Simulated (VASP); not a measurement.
An input for Ansatz (written as the equivalent of a VASP run, and not itself run):

Ansatz 0.2 input:
```yaml
crystal:
  lattice:
    - [3.7786850, 0.0000000, 0.0000000]
    - [-1.8893420, 3.2724360, 0.0000000]
    - [0.0000000, 0.0000000, 24.6968110]
  atoms:
    - { symbol: Zn, position: [0.3333330, 0.6666670, 0.7499100] }
    - { symbol: Zn, position: [0.6666670, 0.3333330, 0.2499100] }
    - { symbol: Zn, position: [0.3333330, 0.6666670, 0.1247900] }
    - { symbol: Zn, position: [0.6666670, 0.3333330, 0.6247900] }
    - { symbol: Zn, position: [0.0000000, 0.0000000, 0.0000400] }
    - { symbol: Zn, position: [0.0000000, 0.0000000, 0.5000400] }
    - { symbol: Zn, position: [0.6666670, 0.3333330, 0.8753200] }
    - { symbol: Zn, position: [0.3333330, 0.6666670, 0.3753200] }
    - { symbol: S, position: [0.0000000, 0.0000000, 0.5937100] }
    - { symbol: S, position: [0.0000000, 0.0000000, 0.0937100] }
    - { symbol: S, position: [0.6666670, 0.3333330, 0.9689900] }
    - { symbol: S, position: [0.3333330, 0.6666670, 0.4689900] }
    - { symbol: S, position: [0.3333330, 0.6666670, 0.2185000] }
    - { symbol: S, position: [0.6666670, 0.3333330, 0.7185000] }
    - { symbol: S, position: [0.6666670, 0.3333330, 0.3439300] }
    - { symbol: S, position: [0.3333330, 0.6666670, 0.8439300] }
kpoints:
  mp_grid: { grid: [7, 7, 1], shift: [0.5, 0.5, 0.5] }
hamiltonian:
  xc: pbesol
  pseudopotentials: { kind: paw }
scf:
  occupations: { method: gaussian, width: 0.01 }
  max_iter: 100
output: { forces: true, stress: true, eigenvalues: true }
```

**Question.** Translate this input to VASP (INCAR, KPOINTS, POSCAR, choice of POTCAR).

**Answer.** Several could match; the one computed here: 
**INCAR**
```
ALGO=Normal
EDIFF=1E-6
ENCUT=300
GGA=PS
ISIF=2
ISMEAR=0
LASPH=.TRUE.
LCHARG=.FALSE.
LMAXMIX=4
LREAL=Auto
LWAVE=.FALSE.
NBANDS=72
NELM=100
PREC=Accurate
SIGMA=0.01
SYSTEM=ZnS
```

File KPOINTS:
```
Automatic mesh
0
Gamma
7 7 1
0.5 0.5 0.5
```

### POSCAR
```
ZnS
1.0
  3.7786850000   0.0000000000   0.0000000000
 -1.8893420000   3.2724360000   0.0000000000
  0.0000000000   0.0000000000  24.6968110000
Zn S
8 8
Cart
 -0.0000015560   2.1816250908  18.5203855370
  1.8893445560   1.0908109092   6.1719800370
 -0.0000015560   2.1816250908   3.0819150447
  1.8893445560   1.0908109092  15.4303205447
  0.0000000000   0.0000000000   0.0009878724
  0.0000000000   0.0000000000  12.3493933724
  1.8893445560   1.0908109092  21.6176126045
 -0.0000015560   2.1816250908   9.2692071045
  0.0000000000   0.0000000000  14.6627436588
  0.0000000000   0.0000000000   2.3143381588
  1.8893445560   1.0908109092  23.9309628909
 -0.0000015560   2.1816250908  11.5825573909
 -0.0000015560   2.1816250908   5.3962532035
  1.8893445560   1.0908109092  17.7446587035
  1.8893445560   1.0908109092   8.4939742072
 -0.0000015560   2.1816250908  20.8423797072
```

POTCAR, in this order: Zn S (PBE.64 set). Program: vasp_std.

The two are equivalent in intent, not identical: each code has its own PAW files, so the cut-off isn't converted (ENCUT is set for VASP's; basis.ecutwfc is left out, and Ansatz then takes the one that its files recommend); Ansatz stops its SCF on the density residual and VASP on the energy change (EDIFF); the number of bands isn't carried over, since the valence differs with the files.

The structure comes from a computed database's ZnS entry; how it stands against other phases isn't given here. The cell was not relaxed at this level. The run is one of a series of settings (NBANDS = 72 against the base run), some of them coarse on purpose.
